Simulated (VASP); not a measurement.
Input:

```
CELL_PARAMETERS angstrom
      4.46854    -1.92553     0.21576
      4.46854     1.92553     0.21576
      3.48495     0.00000     3.40254
ATOMIC_POSITIONS crystal
  As 0.21899 0.21899 0.21899
  As 0.78101 0.78101 0.78101
```

These are vdW-DF2, VASP's PBE PAW potentials (set 64) (plane waves; VASP 6.6.1) values and carry that method's errors. Run with 520 eV cut-off, Gaussian smearing of 0.050 eV, potentials As.

Question: Give the energies of bands 3 to 8 at the high-symmetry points, in eV from the Fermi level.

Answer: 
```json
[
 {"band": "3", "Γ": "-2.47", "T": "-1.46", "H2": "-4.67", "L": "-3.46", "S0": "-4.87", "F": "-4.65"},
 {"band": "4", "Γ": "-1.56", "T": "-1.46", "H2": "-4.09", "L": "-2.76", "S0": "-3.19", "F": "-3.24"},
 {"band": "5", "Γ": "-1.56", "T": "-0.62", "H2": "-1.91", "L": "-1.36", "S0": "-2.90", "F": "-3.13"},
 {"band": "6", "Γ": "0.92", "T": "0.82", "H2": "1.33", "L": "-0.04", "S0": "1.76", "F": "1.53"},
 {"band": "7", "Γ": "2.16", "T": "1.51", "H2": "3.65", "L": "0.78", "S0": "2.79", "F": "3.67"},
 {"band": "8", "Γ": "2.16", "T": "1.51", "H2": "3.99", "L": "2.14", "S0": "4.26", "F": "4.34"}
]
```

It has no gap at this level: it comes out as a metal or semimetal.

The compound is As in the a7 structure. It was relaxed first, which changed the volume by +29 %.
